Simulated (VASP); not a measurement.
# LuSi2Os2 in VASP: notebook, part 2 of 2

VASP 6.6.1.

## Step 4: Single point, PBE

Contents of INCAR:

```
SYSTEM = LuSi2Os2
PREC = Accurate
ENCUT = 520
EDIFF = 1E-6
ISMEAR = 1
SIGMA = 0.15
LREAL = .False.
LASPH = .True.
NELM = 100
ALGO = Fast
ISIF = 2
LWAVE = .False.
LCHARG = .False.
GGA = PE
NBANDS = 32
```

Contents of KPOINTS:

```
Automatic mesh
0
Gamma
  4 3 3
  0 0 0
```

Contents of POSCAR:

```
LuSi2Os2
1.0
    4.0068350000     -0.1973380000      0.4637380000
   -0.6852630000      4.3821140000      0.4801760000
    0.8922970000      0.0088410000      5.3977950000
Os Lu Si
2 1 2
Direct
    0.1712768602      0.9738014863      0.5900132015
    0.8400816373      0.9535388645      0.0976159235
    0.1800209799      0.4834290533      0.2420266797
    0.5221392884      0.0932131102      0.8535740005
    0.6392769711      0.7107884141      0.5698199799
```

Potentials or basis: VASP PAW PBE potentials, release 64 (Os, Lu, Si).

The run is started by

```
> cat potpaw_PBE.64/Os/POTCAR potpaw_PBE.64/Lu/POTCAR potpaw_PBE.64/Si/POTCAR > POTCAR
> mpirun -np 1 vasp_std > vasp.out
```

OUTCAR:

```text
SYSTEM = LuSi2Os2
   PREC = Accurate
   ENCUT = 520
   EDIFF = 1E-6
   ISMEAR = 1
   LREAL = .False.
   LASPH = .True.
   NELM = 100
   ISIF = 2
   GGA = PE

 ion  position               nearest neighbor table
   1  0.171  0.974  0.590-   5 2.28   4 2.31   5 2.39   2 2.72   4 2.79   3 2.83   3 3.02   2 3.27
                             2 3.32
   2  0.840  0.954  0.098-   4 2.22   5 2.56   4 2.64   1 2.72   3 2.79   3 2.88   3 2.93   1 3.27
                             1 3.32
   3  0.180  0.483  0.242-   2 2.79   5 2.83   1 2.83   2 2.88   2 2.93   1 3.02   5 3.02   4 3.06
                             4 3.14
   4  0.522  0.093  0.854-   2 2.22   1 2.31   5 2.43   2 2.64   1 2.79   5 2.94   3 3.06   3 3.14

   5  0.639  0.711  0.570-   1 2.28   1 2.39   4 2.43   2 2.56   3 2.83   4 2.94   3 3.02

  LATTYP: Found a triclinic cell.
 ALAT       =     9.5954214066
 B/A-ratio  =     0.5654270184
 C/A-ratio  =     1.1953405458
 COS(alpha) =     0.0051984789
 COS(beta)  =     0.6726843299
 COS(gamma) =     0.7271513688

  Lattice vectors:

 A1 = (   1.7440120000,   8.5580490000,  -3.9737050000)
 A2 = (   3.3215720000,   4.1847760000,   0.9439140000)
 A3 = (  -2.4698570000,   4.3644320000, -10.3154140000)

Analysis of symmetry for initial positions (statically):
=====================================================================
 Subroutine PRICEL returns:
 Original cell was already a primitive cell.

 Routine SETGRP: Setting up the symmetry group for a
 triclinic supercell.

 Subroutine GETGRP returns: Found  1 space group operations
 (whereof  1 operations were pure point group operations)
 out of a pool of  2 trial point group operations.

The static configuration has the point symmetry C_1 .

Analysis of symmetry for dynamics (positions and initial velocities):
=====================================================================
 Subroutine PRICEL returns:
 Original cell was already a primitive cell.

[... 129 lines left out ...]
  Fermi-wavevector in a.u.,A,eV,Ry     =   1.326400  2.506533 23.937241  1.759338
  Thomas-Fermi vector in A             =   2.455790
   LORBIT       =      0    0 simple, 1 ext, 2 COOP (PROOUT), +10 PAW based schemes
   GGA     = PE    functional components
   LHFCALC =     F    Hartree Fock is set to
   AEXX    =    0.0000 exact exchange contribution
   IVDW    =     0    specifies the selected vdW correction
   LEPSILON=     F    determine dielectric tensor
   LRPA    =     F    only Hartree local field effects (RPA)
 non-spin polarized calculation
 RMM-DIIS sequential band-by-band and
 Methfessel and Paxton  Order N= 1 SIGMA  =   0.15
  energy-cutoff  :      520.00
  volume of cell :       92.13
 maximum number of plane-waves:      2494
   NGX = 15   NGY = 17   NGZ = 21

 number of electron      49.0000007 magnetization

 Free energy of the ion-electron system (eV)
  ---------------------------------------------------
  ext. energy  EPLUGINS =         0.00000000
  ---------------------------------------------------
  free energy    TOTEN  =       -37.24937263 eV

  energy without entropy =      -37.24908159  energy(sigma->0) =      -37.24927562

 E-fermi :   5.8856     XC(G=0): -11.4653

 val. band max:        5.8628896949   @ k =   0.0000   0.3333   0.3333
 cond. band min:       5.9046712591   @ k =   0.2500  -0.3333   0.3333
 fundamental gap:      0.0417815642
 Fermi energy:         5.8855977191

 k-point     1 :       0.0000    0.0000    0.0000
  band No.  band energies     occupation
      1     -49.8454      2.00000
      2     -20.6679      2.00000
      3     -20.5456      2.00000
      4     -20.4647      2.00000
      5      -5.4192      2.00000
      6      -0.9094      2.00000
[... 654 lines left out ...]
     31      10.3028      0.00000
     32      10.7929      0.00000

------------------------ aborting loop because EDIFF is reached ----------------------------------------

  FORCE on cell =-STRESS in cart. coord.  units (eV):
  Direction    XX          YY          ZZ          XY          YZ          ZX
  --------------------------------------------------------------------------------------
  -------------------------------------------------------------------------------------
  Total        0.9852376      2.0303187      0.7208065     -1.5162983      2.3611568      3.9613865
  in kB       17.1338414     35.3083967     12.5352352    -26.3692889     41.0618581     68.8907624
  external PRESSURE =      21.6591578 kB  Pullay stress =       0.0000000 kB

 VOLUME and BASIS-vectors are now :
 -----------------------------------------------------------------------------
  energy-cutoff  :      520.00
  volume of cell :       92.13
      direct lattice vectors                 reciprocal lattice vectors
     4.006835000 -0.197338000  0.463738000     0.256699663  0.044799841 -0.042507805
    -0.685263000  4.382114000  0.480176000     0.011606431  0.230266907 -0.002295784
     0.892297000  0.008841000  5.397795000    -0.023086189 -0.024332905  0.189117013

 POSITION                                       TOTAL-FORCE (eV/Angst)
 -----------------------------------------------------------------------------------
      0.54543      4.23873      3.73179         0.326596      0.418374     -0.845045
      2.79975      4.01360      1.37435         1.646028     -0.397550      2.006545
      0.60600      2.08506      1.62202         0.454579      0.246374     -0.331114
      2.78989      0.31298      4.89431        -1.108980      0.711728      0.020959
      2.58285      2.99364      3.71353        -1.318223     -0.978925     -0.851344
 -----------------------------------------------------------------------------------
    total drift:                               -0.000436      0.000174      0.000361

  FREE ENERGIE OF THE ION-ELECTRON SYSTEM (eV)
  ---------------------------------------------------
  free  energy   TOTEN  =       -37.2493726280 eV

  energy  without entropy=      -37.2490815937  energy(sigma->0) =      -37.24927562
```

Run time: 89 s. Hardware: 1 thread of Intel Xeon 6975P-C (Granite Rapids), shared host; peak memory 0.25 GiB.

What came out:

| Property | Result |
| --- | --- |
| Free energy | -37.2494 eV |
| Pressure | 2.2 GPa |
| Largest force | 2.626 eV/Å |
| Band gap on the k mesh | none (metal or under the smearing width) |

Forces in eV/Å, atoms in the order of the input:
```
Os   0.327  0.418 -0.845
Os   1.646 -0.398  2.007
Lu   0.455  0.246 -0.331
Si  -1.109  0.712  0.021
Si  -1.318 -0.979 -0.851
```

Caveat: the k mesh is coarse (spacing up to 0.48 Å⁻¹), so the values aren't converged. The run has no spin-orbit coupling, so splittings on Lu, Os are missing.

## Step 5: Molecular dynamics, PBE

Contents of INCAR:

```
SYSTEM = LuSi2Os2
PREC = Accurate
ENCUT = 520
EDIFF = 1E-5
ISMEAR = 1
SIGMA = 0.15
LREAL = .False.
LASPH = .True.
NELM = 100
ALGO = Normal
ISIF = 2
LWAVE = .False.
LCHARG = .False.
GGA = PE
NBANDS = 32
IBRION = 0
NSW = 40
POTIM = 1.0
TEBEG = 300.0
TEEND = 300.0
ISYM = 0
NELMIN = 4
RANDOM_SEED = 79982 0 0
MDALGO = 3
LANGEVIN_GAMMA = 10 10 10
```

Contents of KPOINTS:

```
regular mesh
0
Gamma
  4 3 3
  0 0 0
```

Contents of POSCAR:

```
LuSi2Os2
1.0
    4.0068350000     -0.1973380000      0.4637380000
   -0.6852630000      4.3821140000      0.4801760000
    0.8922970000      0.0088410000      5.3977950000
Os Lu Si
2 1 2
Direct
    0.1657370000      0.9556950000      0.6008410000
    0.8364070000      0.9522550000      0.0920680000
    0.1918140000      0.4895720000      0.2474190000
    0.5390630000      0.2330100000      0.8400880000
    0.6173570000      0.6522470000      0.5499220000
```

The run is started by

```
> cat potpaw_PBE.64/Os/POTCAR potpaw_PBE.64/Lu/POTCAR potpaw_PBE.64/Si/POTCAR > POTCAR
> mpirun -np 1 vasp_std > vasp.out
```

It took 6.3 min on 1 thread of Intel Xeon 6975P-C (Granite Rapids), shared host; peak memory 0.29 GiB.

Step by step:
| step | potential energy change (eV) | largest force (eV/Å) | pressure (GPa) | volume (Å³) | temperature (K) |
| --- | --- | --- | --- | --- | --- |
| 1 | 0.0000 | 2.6923 | -4.30 | 92.13 | 384 |
| 2 | -0.0101 | 2.6791 | -4.17 | 92.13 | 412 |
| 3 | -0.0232 | 2.6486 | -4.25 | 92.13 | 425 |
| 4 | -0.0410 | 2.5963 | -4.21 | 92.13 | 477 |
| 5 | -0.0630 | 2.5269 | -4.32 | 92.13 | 558 |
| 6 | -0.0884 | 2.4421 | -4.27 | 92.13 | 619 |
| 7 | -0.1170 | 2.3443 | -4.26 | 92.13 | 680 |
| 8 | -0.1477 | 2.2355 | -4.31 | 92.13 | 744 |
| 9 | -0.1808 | 2.1171 | -4.26 | 92.13 | 854 |
| 10 | -0.2164 | 1.9850 | -4.27 | 92.13 | 949 |
| 11 | -0.2520 | 1.8527 | -4.18 | 92.13 | 1022 |
| 12 | -0.2881 | 1.7138 | -4.17 | 92.13 | 1124 |
| 13 | -0.3233 | 1.5748 | -4.05 | 92.13 | 1200 |
| 14 | -0.3565 | 1.4461 | -3.99 | 92.13 | 1279 |
| 15 | -0.3885 | 1.4404 | -3.83 | 92.13 | 1330 |
| 16 | -0.4173 | 1.4278 | -3.71 | 92.13 | 1279 |
| 17 | -0.4423 | 1.4145 | -3.53 | 92.13 | 1227 |
| 18 | -0.4642 | 1.4010 | -3.43 | 92.13 | 1254 |
| 19 | -0.4841 | 1.4305 | -3.17 | 92.13 | 1263 |
| 20 | -0.5010 | 1.4945 | -3.00 | 92.13 | 1213 |
| 21 | -0.5162 | 1.5516 | -2.72 | 92.13 | 1198 |
| 22 | -0.5290 | 1.6043 | -2.54 | 92.13 | 1239 |
| 23 | -0.5405 | 1.6529 | -2.27 | 92.13 | 1278 |
| 24 | -0.5507 | 1.6922 | -2.04 | 92.13 | 1260 |
| 25 | -0.5573 | 1.7353 | -1.77 | 92.13 | 1211 |
| 26 | -0.5630 | 1.7820 | -1.49 | 92.13 | 1159 |
| 27 | -0.5669 | 1.8268 | -1.21 | 92.13 | 1144 |
| 28 | -0.5690 | 1.8696 | -0.91 | 92.13 | 1134 |
| 29 | -0.5701 | 1.9069 | -0.65 | 92.13 | 1086 |
| 30 | -0.5684 | 1.9355 | -0.38 | 92.13 | 1051 |
| 31 | -0.5654 | 1.9569 | -0.06 | 92.13 | 1048 |
| 32 | -0.5610 | 1.9773 | 0.20 | 92.13 | 1037 |
| 33 | -0.5559 | 1.9994 | 0.50 | 92.13 | 990 |
| 34 | -0.5499 | 2.0162 | 0.78 | 92.13 | 921 |
| 35 | -0.5434 | 2.0298 | 1.03 | 92.13 | 877 |
| 36 | -0.5371 | 2.0395 | 1.32 | 92.13 | 887 |
| 37 | -0.5307 | 2.0466 | 1.55 | 92.13 | 944 |
| 38 | -0.5234 | 2.0536 | 1.83 | 92.13 | 977 |
| 39 | -0.5164 | 2.0552 | 2.09 | 92.13 | 958 |
| 40 | -0.5102 | 2.0565 | 2.33 | 92.13 | 944 |

Caveat: the k mesh is coarse (spacing up to 0.48 Å⁻¹), so the values aren't converged. Spin-orbit coupling is left out, which matters for the levels of Lu, Os.
